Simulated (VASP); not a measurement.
Level of theory: PBE GGA, VASP's PBE PAW potentials (set 64) (plane waves; VASP).

A VASP calculation is set up with these files.

File POSCAR:
```
CuI
1.0
  0.0000000000   3.0250000000   3.0250000000
  3.0250000000   0.0000000000   3.0250000000
  3.0250000000   3.0250000000   0.0000000000
Cu I
1 1
Direct
  0.0000000000   0.0000000000   0.0000000000
  0.2500000000   0.2500000000   0.2500000000
```

### KPOINTS
```
K-points
0
Gamma
 7 7 7
0 0 0
```

INCAR:
```
! general
SYSTEM =CuI
PREC   =Accurate
ENCUT  =400
LREAL  =.False.
LASPH  =.True.

! electronic loop
EDIFF  =1E-6
NELM   =100
ALGO   =Normal
LMAXMIX=4

! smearing
ISMEAR =0
SIGMA  =0.05

! functional
GGA    =PE

! ions
IBRION =2
NSW    =60
ISIF   =3
EDIFFG =-0.01

! output
LWAVE  =.False.
LCHARG =.False.
```

POTCAR, in this order: Cu I (PBE.64 set). Program: vasp_std.

Output of the run:

### OUTCAR
```
 ion  position               nearest neighbor table
   1  0.000  0.000  0.000-   2 2.62   2 2.62   2 2.62   2 2.62
   2  0.250  0.250  0.250-   1 2.62   1 2.62   1 2.62   1 2.62
  LATTYP: Found a face centered cubic cell.
 ALAT       =     6.0500000000
 Subroutine PRICEL returns:
 Original cell was already a primitive cell.
 Subroutine GETGRP returns: Found 24 space group operations
The static configuration has the point symmetry T_d .
The dynamic configuration has the point symmetry T_d .
 Subroutine INISYM returns: Found 24 space group operations
 Subroutine IBZKPT returns following result:
 Found     20 irreducible k-points:

 Following reciprocal coordinates:
            Coordinates               Weight
  0.000000  0.000000  0.000000      1.000000
  0.142857  0.000000  0.000000      8.000000
  0.285714  0.000000  0.000000      8.000000
  0.428571  0.000000  0.000000      8.000000
  0.142857  0.142857  0.000000      6.000000
  0.285714  0.142857  0.000000     24.000000
  0.428571  0.142857  0.000000     24.000000
 -0.428571  0.142857  0.000000     24.000000
 -0.285714  0.142857  0.000000     24.000000
 -0.142857  0.142857  0.000000     12.000000
  0.285714  0.285714  0.000000      6.000000
  0.428571  0.285714  0.000000     24.000000
 -0.428571  0.285714  0.000000     24.000000
 -0.285714  0.285714  0.000000     12.000000
  0.428571  0.428571  0.000000      6.000000
 -0.428571  0.428571  0.000000     12.000000
  0.428571  0.285714  0.142857     24.000000
 -0.428571  0.285714  0.142857     48.000000
 -0.428571  0.428571  0.142857     24.000000
 -0.285714  0.428571  0.142857     24.000000
   k-points           NKPTS =     20   k-points in BZ     NKDIM =     20   number of bands    NBANDS=     13
   number of dos      NEDOS =    301   number of ions     NIONS =      2
   total plane-waves  NPLWV =  21952
   dimension x,y,z NGX =    28 NGY =   28 NGZ =   28
...
```

### OSZICAR
```
       N       E                     dE             d eps       ncg     rms          rms(c)
DAV:   1     0.987484606398E+02    0.98748E+02   -0.69403E+03   520   0.121E+03
DAV:   2     0.106131146589E+01   -0.97687E+02   -0.90999E+02   525   0.247E+02
DAV:   3    -0.555397049731E+01   -0.66153E+01   -0.65267E+01   713   0.762E+01
DAV:   4    -0.577431234456E+01   -0.22034E+00   -0.22023E+00   622   0.127E+01
DAV:   5    -0.578077255338E+01   -0.64602E-02   -0.64600E-02   759   0.221E+00    0.530E+00
DAV:   6    -0.570384854403E+01    0.76924E-01   -0.35412E+00   541   0.535E+01    0.344E+00
DAV:   7    -0.556041210848E+01    0.14344E+00   -0.79654E-01   555   0.318E+01    0.173E+00
DAV:   8    -0.556334524904E+01   -0.29331E-02   -0.50095E-02   778   0.377E+00    0.484E-01
DAV:   9    -0.556025203137E+01    0.30932E-02   -0.14862E-02   641   0.383E+00    0.152E-01
DAV:  10    -0.556042717599E+01   -0.17514E-03   -0.77703E-04   610   0.233E-01    0.628E-02
DAV:  11    -0.556045774117E+01   -0.30565E-04   -0.39237E-04   650   0.604E-01    0.356E-02
DAV:  12    -0.556045509190E+01    0.26493E-05   -0.34828E-05   815   0.117E-01    0.309E-02
DAV:  13    -0.556045346917E+01    0.16227E-05   -0.14862E-06   476   0.344E-02    0.200E-02
DAV:  14    -0.556045271104E+01    0.75813E-06   -0.12394E-05   785   0.963E-02    0.468E-03
DAV:  15    -0.556045290368E+01   -0.19264E-06   -0.13968E-06   432   0.917E-03
   1 F= -.55604529E+01 E0= -.55604529E+01  d E =-.556045E+01
       N       E                     dE             d eps       ncg     rms          rms(c)
DAV:   1    -0.558996748201E+01   -0.29515E-01   -0.48251E-01   520   0.174E+01    0.131E+00
DAV:   2    -0.557145370666E+01    0.18514E-01   -0.27928E-01   520   0.173E+01    0.506E-01
DAV:   3    -0.556223564880E+01    0.92181E-02   -0.54189E-02   520   0.764E+00    0.235E-01
DAV:   4    -0.556130238729E+01    0.93326E-03   -0.32289E-03   679   0.653E-01    0.787E-02
DAV:   5    -0.556126152912E+01    0.40858E-04   -0.88732E-05   758   0.202E-01    0.654E-02
DAV:   6    -0.556123263326E+01    0.28896E-04   -0.36019E-05   795   0.113E-01    0.106E-02
DAV:   7    -0.556123279633E+01   -0.16307E-06   -0.53821E-06   716   0.496E-02
   2 F= -.55612328E+01 E0= -.55612328E+01  d E =-.779893E-03
```

**OUTCAR**
```
------------------------ aborting loop because EDIFF is reached ----------------------------------------
  FORCE on cell =-STRESS in cart. coord.  units (eV):
  Direction    XX          YY          ZZ          XY          YZ          ZX
  --------------------------------------------------------------------------------------
  Total        0.0109557      0.0109557      0.0109557     -0.0000000      0.0000000      0.0000000
  in kB        0.3138289      0.3138289      0.3138289     -0.0000000      0.0000000      0.0000000
  external PRESSURE =       0.3138289 kB  Pullay stress =       0.0000000 kB
  volume of cell :       55.93
      direct lattice vectors                 reciprocal lattice vectors
     0.000000000  3.035353498  3.035353498    -0.164725460  0.164725460  0.164725460
     3.035353498  0.000000000  3.035353498     0.164725460 -0.164725460  0.164725460
     3.035353498  3.035353498 -0.000000000     0.164725460  0.164725460 -0.164725460
  FREE ENERGIE OF THE ION-ELECTRON SYSTEM (eV)
  ---------------------------------------------------
  free  energy   TOTEN  =        -5.5612327963 eV

  energy  without entropy=       -5.5612327963  energy(sigma->0) =       -5.56123280

 reached required accuracy - stopping structural energy minimisation
```
(Selected blocks of OUTCAR.)

### CONTCAR
```
CuI
   1.00000000000000
     0.0000000000000000    3.0353534980714865    3.0353534980714865
     3.0353534980714865    0.0000000000000000    3.0353534980714865
     3.0353534980714865    3.0353534980714865   -0.0000000000000000
  Cu              I
     1     1
Direct
     1.0000000000000000    0.0000000000000000    0.0000000000000000
     0.2500000000000000    0.2500000000000000    0.2500000000000000
```

The compound is CuI in the zinc blende structure. This run relaxes it. Symmetry was kept, so distortions that lower it aren't found.
